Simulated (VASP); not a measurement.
**HfN (relaxed from the CsCl structure, space group Pm-3m): computed properties**

All values below come from PBEsol GGA, VASP's PBE PAW potentials (set 64) (plane waves; VASP 6.6.1).

```yaml
space_group: Pm-3m (221)
cell: a = b = c = 2.781 Å, α = β = γ = 90.00°
volume_per_atom: 10.76 Å³/atom
band gap (over mesh and band path): none (metal, semimetal or under 0.01 eV)
density: 14.86 g/cm³
```

```cif
data_HfN
_chemical_formula_sum 'Hf1 N1'
_space_group_name_H-M_alt 'Pm-3m'
_space_group_IT_number 221
_space_group_name_Hall '-P 4 2 3'
_cell_length_a 2.78121
_cell_length_b 2.78121
_cell_length_c 2.78121
_cell_angle_alpha 90.000
_cell_angle_beta 90.000
_cell_angle_gamma 90.000
loop_
_atom_site_label
_atom_site_type_symbol
_atom_site_symmetry_multiplicity
_atom_site_Wyckoff_symbol
_atom_site_fract_x
_atom_site_fract_y
_atom_site_fract_z
_atom_site_occupancy
Hf1 Hf 1 a 0.00000 0.00000 0.00000 1
N1 N 1 b 0.50000 0.50000 0.50000 1
```

Unless said otherwise, spin-orbit coupling is left out, though it shifts the bands of the heavy elements here.

The structure was generated: HfN was put into the CsCl type (Pm-3m), which need not be its known phase. It was relaxed first, which changed the volume by -28 %. Symmetry was kept, so distortions that lower it aren't found. The electron count is odd and the run is not spin-polarised, which forces a metal.
